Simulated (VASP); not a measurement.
Level of theory: PBEsol GGA, VASP's PBE PAW potentials (set 64) (plane waves; VASP). For the first row: Run with 400 eV cut-off, 8×8×4 Γ-centred mesh, tetrahedra with Blöchl corrections, potentials Sn_d Se.

| system | energy (eV/atom) |
|---|---|
| SnSe$_{2}$ (1T layered) | -4.3267 |
| Sn (beta) | -4.2599 |
| Se (trig) | -3.8532 |

The references are the elements' solids at the same level; no temperature or zero-point terms are added. Without a dispersion term in the relaxation, distances and binding between the weakly bound layers, chains or molecules are unreliable, and so is what depends on them.

Task: What is the formation energy per atom of SnSe$_{2}$?

Result: The references average (1×(-4.2599) + 2×(-3.8532))/3 = -3.9888 eV, so the formation energy is -4.3267 − (-3.9888) = -0.338 eV/atom. Measured: -0.430 eV/atom at 298 K (as given by Yubo Zhang et al., npj Computational Materials (2018), doi:10.1038/s41524-018-0065-z).
